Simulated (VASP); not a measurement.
Here is the system:

```
LiGe3
1.0
   -2.00684     2.00684     4.24692
    2.00684    -2.00684     4.24692
    2.00684     2.00684    -4.24692
Li Ge
1 3
Cartesian
  0.00000   0.00000   0.00000
  0.00000   2.00684   2.12346
  2.00684   0.00000   2.12346
  0.00000   0.00000   4.24692
```

Method: PBEsol GGA with spin-orbit coupling, VASP's PBE PAW potentials (set 64) (plane waves; VASP). Settings: 520 eV cut-off, 10×10×10 Γ-centred mesh, Gaussian smearing of 0.050 eV, potentials Li_sv Ge_d.

Problem. What does the run give for the energy per atom (σ→0), band gap (over mesh and band path) with the smallest direct gap where there is one?

Solution. 
```
Quantity                                                               Value
----------------------------------  ----------------------------------------
band gap (over mesh and band path)  none (metal, semimetal or under 0.01 eV)
energy per atom (σ→0)                                         -4.229 eV/atom
```

The absolute energy has meaning only against runs of the same code, potentials and settings.

The structure comes from a computed database's LiGe3 entry (I4/mmm); how it stands against other phases isn't given here. It was relaxed first, which changed the volume by -6 %.
